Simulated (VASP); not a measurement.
```
CELL_PARAMETERS angstrom
      0.00000     2.98206     2.98206
      2.98206     0.00000     2.98206
      2.98206     2.98206     0.00000
ATOMIC_POSITIONS crystal
  Ca 0.00000 0.00000 0.00000
  Se 0.50000 0.50000 0.50000
```

These are PBE GGA, VASP's PBE PAW potentials (set 64) (plane waves; VASP 6.6.1) values and carry that method's errors. Numerical set-up: 500 eV cut-off, 8×8×8 Γ-centred mesh, Gaussian smearing of 0.050 eV, potentials Ca_sv Se.

**Question.** Predict the energy per atom (σ→0), band gap (on the k-mesh) with the smallest direct gap where there is one.

**Answer.** 
```yaml
band gap (on the k-mesh): 2.08 eV
smallest direct gap (on the k-mesh): 2.99 eV
energy per atom (σ→0): -4.743 eV/atom
```

Only differences to runs with the same potentials and settings are physical.

The compound is CaSe in the rock salt structure. It was relaxed first.
